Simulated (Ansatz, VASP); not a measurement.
YMn2Sn2: VASP beside Ansatz

```
CELL_PARAMETERS angstrom
0.00000 4.24244 0.00000
4.24244 0.00000 0.00000
2.12122 2.12122 -5.56583
ATOMIC_POSITIONS crystal
Y 0.00000 0.00000 0.00000
Mn 0.75000 0.25000 0.50000
Mn 0.25000 0.75000 0.50000
Sn 0.37990 0.37990 0.24020
Sn 0.62010 0.62010 0.75980
```

The cell was built by a generator and needn't be a form met in nature.

Alike in both runs: task single point; functional PBE; k mesh 5 × 5 × 5; no spin polarisation.

|  | VASP | Ansatz |
| --- | --- | --- |
| version | VASP 6.6.1 | Ansatz 0.2.0 |
| potentials or method | VASP PAW PBE potentials, release 64 (Y_sv, Mn_pv, Sn_d) | PAW plane waves |
| plane-wave cutoff (eV) | 520 | 420 |
| occupations | fermi-dirac, width 0.1 eV | fermi-dirac |
| valence electrons in the cell | 65 | 69 |

Ansatz gave:

```
gap on the k mesh at the Fermi level (eV)       : none
pressure (GPa)                                  : 0.0
largest component of the traceless stress (GPa) : 4.23
rms of the force components (eV/Å)              : 0.493
```

Q: Estimate VASP's values.

A: gap on the k mesh at the Fermi level (eV): none; pressure (GPa): 0.0; largest component of the traceless stress (GPa): 4.21; rms of the force components (eV/Å): 0.495.

Atom by atom the forces differ by 0.003 eV/Å (rms over components). A gap of «none» marks a metal or a gap that the smearing closes. The two sets of potentials don't hold the same shells in valence.

Caveats: forces of over 1 eV/Å show positions far from the minimum, so gaps and moduli don't describe the material at rest. Spin polarisation is off, so any magnetic state and its effect on volume and gap are missing.
